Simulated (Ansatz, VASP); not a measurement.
**Cross-check of Sn between VASP and Ansatz**

One calculation is typed for both programs; each brings its own data sets. How far apart do they land? The cell is taken from a series of runs on this material, whose earlier steps may have relaxed, scaled, displaced or heated it; both programs get it as it stands.

Program: Ansatz 0.2.0. Level of theory: plane waves, with VASP 6.6.1 beside it; single point at r2SCAN, spin-orbit coupling. Results are calculated unless marked as measured.

## (1) Set-up

It takes space group Fd-3m (No. 227, cubic). The conventional cell has a = 6.467 Å, b = 6.467 Å, c = 6.467 Å, α = 90.00°, β = 90.00°, γ = 90.00°. Nearest to Sn lie 4 Sn at 2.80 Å.

## (2) VASP: single point, r2SCAN, spin-orbit coupling

With cell and atoms fixed, the geometry can't cause a difference; cores, projectors, grids and the points listed under the comparison can.

Lines of VASP's logs that name or quote its potential files are left out, and so is its time.

File INCAR:

```
SYSTEM = Sn
PREC = Accurate
ENCUT = 550
EDIFF = 1E-06
NELM = 200
ISMEAR = -1
SIGMA = 0.05
LREAL = .FALSE.
ALGO = Normal
METAGGA = R2SCAN
LASPH = .TRUE.
LNONCOLLINEAR = .TRUE.
MAGMOM = 0 0 0 0 0 0
NBANDS = 40
GGA_COMPAT = .FALSE.
LSORBIT = .TRUE.
LORBIT = 11
LWAVE = .FALSE.
LCHARG = .FALSE.
ISIF = 2
LMIXTAU = .TRUE.
KPAR = 2
```

File POSCAR:

```
Sn
1.0
    0.0000000000      3.2333428000      3.2333428000
    3.2333428000      0.0000000000      3.2333428000
    3.2333428000      3.2333428000      0.0000000000
Sn
2
Direct
    1.0000000000      1.0000000000      0.0000000000
    0.2500000000      0.2500000000      0.2500000000
```

File KPOINTS:

```
Automatic mesh
0
Gamma
12 12 12
0 0 0
```

The projector-augmented-wave data sets are Sn_d (PBE family, release 64).

Started as:

```console
mpirun -np 2 vasp_ncl
```

Numbers of over 12 decimals in the logs are rounded to 6 here.

The log of the run:

```text
[banner, memory and clock lines left out]
running    2 mpi-ranks, on    1 nodes
 distrk:  each k-point on    1 cores,    2 groups
 distr:  one band on    1 cores,    1 groups

 POSCAR found type information on POSCAR Sn
 POSCAR found :  1 types and       2 ions
|                                                                             |
|               ----> ADVICE to this user running VASP <----                  |
|                                                                             |
|     You enforced a specific xc type in the INCAR file but a different       |
|     [... a line on the potential file left out ...]
|     I HOPE YOU KNOW WHAT YOU ARE DOING!                                     |
|                                                                             |

 LDA part: xc-table for (None), standard interpolation
 POSCAR, INCAR and KPOINTS ok, starting setup
 FFT: planning ... GRIDC
 FFT: planning ... GRID_SOFT
 FFT: planning ... GRID
 WAVECAR not read
 entering main loop
       N       E                     dE             d eps       ncg     rms          rms(c)
DAV:   1     0.261416898413E+03    0.26142E+03   -0.14569E+04  6136   0.217E+03
DAV:   2    -0.714380677569E+01   -0.26856E+03   -0.26069E+03  5760   0.607E+02
DAV:   3    -0.514539520197E+02   -0.44310E+02   -0.43859E+02  6512   0.199E+02
DAV:   4    -0.537178349629E+02   -0.22639E+01   -0.22602E+01  6784   0.505E+01
DAV:   5    -0.537994221614E+02   -0.81587E-01   -0.81582E-01  8328   0.919E+00    0.515E+00
DAV:   6    -0.496592147744E+02    0.41402E+01   -0.13438E+00  6848   0.197E+01    0.250E+00
DAV:   7    -0.490328266625E+02    0.62639E+00   -0.39787E-01  6128   0.783E+00    0.137E+00
DAV:   8    -0.495593891814E+02   -0.52656E+00   -0.28320E-01  5784   0.459E+00    0.522E-01
DAV:   9    -0.495767189219E+02   -0.17330E-01   -0.13790E-02  7088   0.925E-01    0.192E-01
DAV:  10    -0.495743296357E+02    0.23893E-02   -0.56590E-04  7552   0.205E-01    0.230E-01
DAV:  11    -0.495781439252E+02   -0.38143E-02   -0.32699E-03  7640   0.892E-01    0.458E-02
DAV:  12    -0.495805875845E+02   -0.24437E-02   -0.66061E-04  5928   0.237E-01    0.258E-02
DAV:  13    -0.495806916300E+02   -0.10405E-03   -0.67166E-05  6432   0.810E-02    0.154E-02
DAV:  14    -0.495808668005E+02   -0.17517E-03   -0.45966E-05  6352   0.101E-01    0.127E-02
DAV:  15    -0.495809731543E+02   -0.10635E-03   -0.14900E-05  6056   0.388E-02    0.993E-03
DAV:  16    -0.495809948495E+02   -0.21695E-04   -0.74818E-06  6152   0.331E-02    0.217E-03
DAV:  17    -0.495809951301E+02   -0.28056E-06   -0.43371E-07  4832   0.695E-03
   1 F= -.49580995E+02 E0= -.49580639E+02  d E =-.712736E-03  mag=     0.0000     0.0000    -0.0000
```

From OUTCAR (step 2):

```text
ion  position               nearest neighbor table
   1  0.000  0.000  0.000-   2 2.80   2 2.80   2 2.80   2 2.80
   2  0.250  0.250  0.250-   1 2.80   1 2.80   1 2.80   1 2.80

  LATTYP: Found a face centered cubic cell.
 ALAT       =     6.4666856000

 Subroutine GETGRP returns: Found 48 space group operations
 (whereof 24 operations were pure point group operations)

The static configuration has the point symmetry T_d .
 The point group associated with its full space group is O_h .

 Found     72 irreducible k-points:

   k-points           NKPTS =     72   k-points in BZ     NKDIM =     72   number of bands    NBANDS=     40

   dimension x,y,z NGX =    36 NGY =   36 NGZ =   36
   dimension x,y,z NGXF=    72 NGYF=   72 NGZF=   72

   ENCUT  =  550.0 eV  40.42 Ry    6.36 a.u.   8.74  8.74  8.74*2*pi/ulx,y,z

   NELECT =      28.0000    total number of electrons

 k-points in reciprocal lattice and weights: Automatic mesh
   0.00000000  0.00000000  0.00000000       0.001
   0.08333333  0.00000000  0.00000000       0.005
   0.16666667  0.00000000  0.00000000       0.005
   0.25000000  0.00000000  0.00000000       0.005
   0.33333333  0.00000000  0.00000000       0.005
   0.41666667  0.00000000  0.00000000       0.005
   0.50000000  0.00000000  0.00000000       0.002
   0.08333333  0.08333333  0.00000000       0.003
   0.16666667  0.08333333  0.00000000       0.014
[...]
-0.33333333  0.50000000  0.16666667       0.007
  -0.25000000  0.50000000  0.25000000       0.003

 average (electrostatic) potential at core
       1-106.9130       2-106.9130

 E-fermi :   5.8156

 k-point     1 :       0.0000    0.0000    0.0000
  band No.  band energies     occupation
    ...
     22      -5.5111      1.00000
     23       5.2594      0.99999
     24       5.2594      0.99999
     25       5.4169      0.99966
     26       5.4169      0.99966
     27       5.9111      0.12911
     28       5.9111      0.12911
     29       5.9111      0.12911
     30       5.9111      0.12911
     31       7.6092      0.00000
    ...

 k-point     2 :       0.0833    0.0000    0.0000
  band No.  band energies     occupation
    ...
     24       4.1932      1.00000
     25       5.3209      0.99995
     26       5.3209      0.99995
     27       5.7551      0.77036
     28       5.7551      0.77036
     29       6.3915      0.00001
     30       6.3915      0.00001
     31       7.9228      0.00000
     32       7.9228      0.00000
     33       8.2576      0.00000
    ...

 k-point     3 :       0.1667    0.0000    0.0000
  band No.  band energies     occupation
    ...
     24       2.8121      1.00000
     25       5.0022      1.00000
     26       5.0022      1.00000
     27       5.4257      0.99959
     28       5.4257      0.99959
     29       6.4160      0.00001
     30       6.4160      0.00001
     31       8.3745      0.00000
     32       8.3745      0.00000
     33       8.6701      0.00000
    ...

  Total        0.9269360      0.9269360      0.9269360     -0.0000000     -0.0000000     -0.0000000
  in kB       21.9672201     21.9672201     21.9672201     -0.0000000     -0.0000000     -0.0000000
  external PRESSURE =      21.9672201 kB  Pullay stress =       0.0000000 kB

  energy-cutoff  :      550.00
  volume of cell :       67.61
      direct lattice vectors                 reciprocal lattice vectors
     0.000000000  3.233342800  3.233342800    -0.154638723  0.154638723  0.154638723
     3.233342800  0.000000000  3.233342800     0.154638723 -0.154638723  0.154638723
     3.233342800  3.233342800  0.000000000     0.154638723  0.154638723 -0.154638723

 POSITION                                       TOTAL-FORCE (eV/Angst)
 -----------------------------------------------------------------------------------
      0.00000      0.00000      0.00000        -0.000000      0.000000      0.000000
      1.61667      1.61667      1.61667         0.000000      0.000000     -0.000000
 -----------------------------------------------------------------------------------
    total drift:                                0.000000      0.000000      0.000000

  FREE ENERGIE OF THE ION-ELECTRON SYSTEM (eV)
  ---------------------------------------------------
  free  energy   TOTEN  =       -49.5809951301 eV

  energy  without entropy=      -49.5802823945  energy(sigma->0) =      -49.58063876

 Spin-Orbit-Coupling matrix elements
 Ion:    1  E_soc:     -0.1076125
 Ion:    2  E_soc:     -0.1076125

 total charge
# of ion       s       p       d       tot
------------------------------------------
    1        1.124   1.291   9.967  12.382
    2        1.124   1.291   9.967  12.382
--------------------------------------------------
tot          2.248   2.583  19.933  24.764

 magnetization (x)
# of ion       s       p       d       tot
------------------------------------------
    1       -0.000   0.000  -0.000   0.000
    2       -0.000  -0.000  -0.000  -0.000
--------------------------------------------------
tot         -0.000  -0.000  -0.000  -0.000

 magnetization (y)
# of ion       s       p       d       tot
------------------------------------------
    1       -0.000   0.000   0.000  -0.000
    2       -0.000   0.000   0.000  -0.000
--------------------------------------------------
tot         -0.000   0.000   0.000  -0.000

 magnetization (z)
# of ion       s       p       d       tot
------------------------------------------
    1        0.000  -0.000  -0.000  -0.000
    2        0.000   0.000   0.000   0.000
--------------------------------------------------
tot          0.000  -0.000  -0.000  -0.000

[... 3 further parts left out ...]
```

The run ends at a pressure of 2.20 GPa.

## (3) Ansatz: single point, r2SCAN, spin-orbit coupling

Ansatz runs on its fully relativistic PAW (standard-fr) files.

The same cell, functional, mesh and smearing now go to Ansatz, which takes its cutoff from its data sets.

File input.yaml:

```yaml
crystal:
  lattice:
    - [0.0, 3.2333428, 3.2333428]
    - [3.2333428, 0.0, 3.2333428]
    - [3.2333428, 3.2333428, 0.0]
  atoms:
    - { symbol: Sn, position: [0.0, 0.0, 0.0] }
    - { symbol: Sn, position: [0.25, 0.25, 0.25] }
kpoints:
  mp_grid: { grid: [12, 12, 12] }
  band_path:
    path:
      - [[0.0, 0.0, 0.0], [0.5, 0.0, 0.5], [0.625, 0.25, 0.625]]
      - [[0.375, 0.375, 0.75], [0.0, 0.0, 0.0]]
    npoints: 8
scf:
  occupations: { method: fermi_dirac, width: 0.05 }
  n_extra_bands: 12
hamiltonian:
  xc: r2scan
  pseudopotentials: { kind: paw_fr }
output:
  forces: true
  stress: true
  fatbands: true
magnetization:
  noncollinear: true
  spin_orbit: true
```

Started as:

```console
ansatz run input.yaml --threads 4 --pin off --max-ram 8192MiB --backend cpu --events-out ev --progress --plain --runs-dir out
```

The log of the run:

```text
scf.n_extra_bands = 12 over 28 filled bands (N_el = 28.0): the run solves 40 bands
Engine: ansatz 0.2.0, x86_64-unknown-linux-gnu
Pseudopotentials: kind: paw_fr
Pseudopotential: Sn, paw_fr, valence charge 14, recommended cutoff 500 eV (meta_gga), Sn.paw.azcp#standard-fr
Functional definition: r2SCAN
  parameter k0 = 0.174
  parameter k1 = 0.065
  parameter a1 = 4.9479
  exchange = r2scan_x(k0 = k0, k1 = k1, a1 = a1)
  correlation = r2scan_c
non-collinear run that drives no moment, with spin-orbit: no starting moment large enough to seed its density (crystal.atoms[].spin), no starting occupations that ask for one, no magnetisation constraint and no magnetic field, so the semilocal B_xc is pinned to zero
Crystal: 2 atoms, lattice volume = 67.606 Å³
Basis set: ecut = 500 eV, 1759 PW (Γ), exchange–correlation on 144×144×144 points (64 copies of the dense FFT grid, shifted against one another)
Bands: 40, of which v1, the nominal top of the filled ones, is band 28 counted from 1 (27 counted from 0)
Symmetry: 48 space group operations + 48 with time reversal
Magnetic group: BNS 227.129 (UNI 1631), of the structure as read, at distance tolerance 4.1e-5 Å
k-points: 72 of 1728
Projection manifold: j_resolved (fully-relativistic pseudo-atomic orbitals)
Non-local potential: Sn, projectors of the file, l = 0: 2, l = 1: 4, l = 2: 4, l = 3: 4
PAW form: soft (Blöchl's): semilocal exchange-correlation on the pseudo side does not see the compensation charge
PAW frozen core: Sn, regenerated for the run's functional (the file was generated under x = pbe(κ = 0.804, μ = 0.219515), c = pbe(β = 0.066725))
PAW one-centre angular grid: Sn, 590 points (default); XC on 273 of its mesh's 2787 points in the sphere
Initial density: superposition of atomic densities (chi_scale 0.1, normalization cell)
Initial wavefunctions: pseudopotential atomic-orbital guess
Functional: x = r2scan, c = r2scan; τ floored in thin density (d = 2e-4 eV/Å³)
iter 1 solved again at ethr=1.19e-3 eV; its pass at ethr=3.10e-3 eV (dr2=3.34e-1 eV) is discarded
SCF iter   1: F=—  HF=-12056.782612 eV  |F-HF|=—  |Δ(HF+E_count)|=         —  Δρ=2.37e-2  dr2=3.39e-1  dr2_τ=1.72e-3  dr2_m=0.00e0 (ungated)  ethr=1.19e-3  |M|=0.00e0 ∫|m|=0.00e0 μB  |m|>n=0.0e0 m-floor=0.0e0 τ_xc=0.0e0  β_m=0.30  ⟨swp⟩=2.0  Hψ=9855  notcnv=0
preconditioner: auto → Kerker (q_TF=auto, 2.356 Å⁻¹)  [metal: Δε(μ)=0.029 eV  Ē_g=22.462 eV  σ=0.050 eV  W_gap=0.14  n_scr=14 (ndim 8)  ℏωp=23.9 eV  f_vac=0.004  D(μ)=0.11/eV (n_scr^D=0)]
spin=Noncollinear: Kerker preconditioning applied to the charge; magnetization (m_x, m_y, m_z) channels mix plain (no charge-response kernel on spin).
SCF iter   2: F=—  HF=-12056.822334 eV  |F-HF|=—  |Δ(HF+E_count)|=   3.97e-2  Δρ=1.94e-2  dr2=2.35e-1  dr2_τ=5.87e-4  dr2_m=0.00e0 (ungated)  ethr=1.19e-3  |M|=0.00e0 ∫|m|=0.00e0 μB  |m|>n=0.0e0 m-floor=0.0e0 τ_xc=0.0e0  β_m=0.62  ⟨swp⟩=2.0  Hψ=1799  notcnv=0
SCF iter   3: F=—  HF=-12056.856442 eV  |F-HF|=—  |Δ(HF+E_count)|=   3.41e-2  Δρ=3.57e-3  dr2=2.36e-2  dr2_τ=3.94e-5  dr2_m=0.00e0 (ungated)  ethr=8.39e-4  |M|=0.00e0 ∫|m|=0.00e0 μB  |m|>n=0.0e0 m-floor=0.0e0 τ_xc=0.0e0  β_m=0.82  ⟨swp⟩=2.0  Hψ=1867  notcnv=0
SCF iter   4: F=—  HF=-12056.856329 eV  |F-HF|=—  |Δ(HF+E_count)|=   1.12e-4  Δρ=1.65e-3  dr2=5.23e-3  dr2_τ=5.29e-6  dr2_m=0.00e0 (ungated)  ethr=8.44e-5  |M|=0.00e0 ∫|m|=0.00e0 μB  |m|>n=0.0e0 m-floor=0.0e0 τ_xc=0.0e0  β_m=0.91  ⟨swp⟩=2.0  Hψ=1908  notcnv=0
SCF iter   5: F=—  HF=-12056.856317 eV  |F-HF|=—  |Δ(HF+E_count)|=   1.22e-5  Δρ=6.02e-4  dr2=2.96e-4  dr2_τ=3.46e-7  dr2_m=0.00e0 (ungated)  ethr=1.87e-5  |M|=0.00e0 ∫|m|=0.00e0 μB  |m|>n=0.0e0 m-floor=0.0e0 τ_xc=0.0e0  β_m=0.95  ⟨swp⟩=2.0  Hψ=2149  notcnv=0
SCF iter   6: F=—  HF=-12056.856426 eV  |F-HF|=—  |Δ(HF+E_count)|=   1.09e-4  Δρ=7.53e-5  dr2=2.28e-6  dr2_τ=1.74e-8  dr2_m=0.00e0 (ungated)  ethr=1.06e-6  |M|=0.00e0 ∫|m|=0.00e0 μB  |m|>n=0.0e0 m-floor=0.0e0 τ_xc=0.0e0  β_m=0.98  ⟨swp⟩=2.0  Hψ=1743  notcnv=0
SCF iter   7: F=—  HF=-12056.856422 eV  |F-HF|=—  |Δ(HF+E_count)|=   4.71e-6  Δρ=1.56e-5  dr2=1.99e-7  dr2_τ=7.86e-10  dr2_m=0.00e0 (ungated)  ethr=8.14e-9  |M|=0.00e0 ∫|m|=0.00e0 μB  |m|>n=0.0e0 m-floor=0.0e0 τ_xc=0.0e0  β_m=0.99  ⟨swp⟩=2.9  Hψ=2351  notcnv=0
SCF iter   8: F=-12056.856422 eV  HF=-12056.856422 eV  |F-HF|=8.32e-9  |Δ(HF+E_count)|=   8.27e-8  Δρ=3.22e-6  dr2=1.01e-8  dr2_τ=4.52e-11  dr2_m=0.00e0 (ungated)  ethr=3.57e-10  |M|=0.00e0 ∫|m|=0.00e0 μB  |m|>n=0.0e0 m-floor=0.0e0 τ_xc=0.0e0  ⟨swp⟩=6.6  Hψ=5883  notcnv=0
SCF 1 converged in 8 iterations: F = -12056.856422 eV  dr2 = 1.01e-8
  greatest PAW one-centre occupation: 0.990 electrons in one spin orbital (limit 2), on the Sn atom at site 0 (counted from 0), in its partial waves of l = 2
NSCF: frozen V_eff on 26 k-points
SCF converged after 8 iterations
Magnetization: |M| = 0.0000 μB,  M = (+0.0000, +0.0000, +0.0000) μB
Absolute magnetization: 0.0000 μB (∫|m|)
  site 0: m = (+0.0000, +0.0000, +0.0000) μB, |m| = 0.0000 μB  (R = 1.16 Å)
  site 1: m = (+0.0000, +0.0000, +0.0000) μB, |m| = 0.0000 μB  (R = 1.16 Å)
Free energy (F): -12056.856422 eV
Harris-Foulkes:  -12056.856422 eV  (|F-HF|=8.32e-9)
Internal energy: -12056.855713 eV  (E = F + TS)
E sigma→0 (E₀):  -12056.856067 eV
Entropy (-TS):   -0.000708 eV (-0.354 meV/atom)
Fermi energy:    8.023191 eV
--- Per-component energies (eV) ---
  E_band       = -263.723896
  E_kinetic    = 374.841063
  E_local      = -2288.479176  (includes V_loc(G=0)·N_el)
  E_nonlocal   = -64.403429
  E_hartree    = 1321.708011
  E_xc         = -748.887198
  E_vxc        = -208.185567  (∫ρ·V_xc dr)
  E_paw        = -8302.104024  (= ΣΔE_a)
  E_vpaw       = -734.234753  (= ΣTr[D̂ρ^β])
  E_aug_tail   = -0.000001  (compensation charges beyond the density's cutoff)
  E_vtau       = 13.328428  (kinetic-family band-sum trace: ∫τ·v_τ [+ j·A + Jᵃ·Aᵃ] dr)
  E_ewald      = -2351.022677
  E_core_change = 1.491718  (= ΣΔE_core)
  E_smearing   = -0.000708  (= −TS)
  E_closure    = -0.000000  (closes the sum)
  Σ components = -12056.856422   (vs F -12056.856422, Δ=0.00e0)
--- Forces (eV/Å), atoms counted from 1 ---
  atom   1  Sn    -0.00000000     0.00000000    -0.00000000
  atom   2  Sn    -0.00000000     0.00000000    -0.00000000
  max |Σ_I F_I| component: 6.94e-18 eV/Å
--- Stress (GPa, compression-positive) ---
        2.163102      -0.000000      -0.000000
        0.000000       2.163102       0.000000
       -0.000000      -0.000000       2.163102
  P = ⅓ Tr σ = 2.1631 GPa (21.631 kbar)
--- Band table (eV; the first three rows and the last of 72) ---
  k-point 0: bands = [... 24 lower, 7.6286, 7.6286, 8.1183, 8.1183, 8.1183, 8.1183, 9.8018, 9.8018, ... 8 higher]
  k-point 1: bands = [... 24 lower, 7.5152, 7.5152, 7.9623, 7.9623, 8.5974, 8.5974, 10.1190, 10.1190, ... 8 higher]
  k-point 2: bands = [... 24 lower, 7.1959, 7.1959, 7.6329, 7.6329, 8.6217, 8.6217, 10.5723, 10.5723, ... 8 higher]
  k-point 71: bands = [... 24 lower, 4.4901, 4.4901, 4.6674, 4.6674, 11.4134, 11.4134, 11.7203, 11.7203, ... 8 higher]
```

In the SCF lines HF is the Harris–Foulkes energy and dr2 the Hartree energy of the density residual, in eV; the loop may stop once dr2 is under the threshold and the program's other checks hold. Hψ counts applications of the Hamiltonian.

## (4) Comparison

Known differences besides the potentials themselves: spin-orbit coupling enters by fully relativistic files in Ansatz and inside the spheres in VASP; VASP keeps PBE cores, Ansatz makes them for the functional; the cutoff is 500 eV in Ansatz and 550 eV in VASP. Total energies have different zeros and are not compared.

Both answers:

```csv
quantity,Ansatz,VASP,difference
pressure (GPa),2.16,2.20,-0.03
```

## (5) Outcome

| Quantity | Value |
| --- | --- |
| difference in pressure (single point, r2SCAN, spin-orbit coupling) | -0.034 GPa |

In words: The difference in pressure is -0.034 GPa (single point, r2SCAN, spin-orbit coupling), within the 1 GPa picked in this series as the mark of a large difference. How closely two codes agree says nothing of how well the functional describes the real material.

[Lines on the potential files, build, host, timing and source positions are cut from VASP's logs without a mark.]

[Logs are printed without paths, hosts, clocks, repeated set-up lines and the standing remarks that a program may print on its own settings, such as how far it seeks lower states.]

[Hosts, paths, dates, database ids (printed as entryN), source tags and the programs' standing remarks are cut or masked in the printed files.]
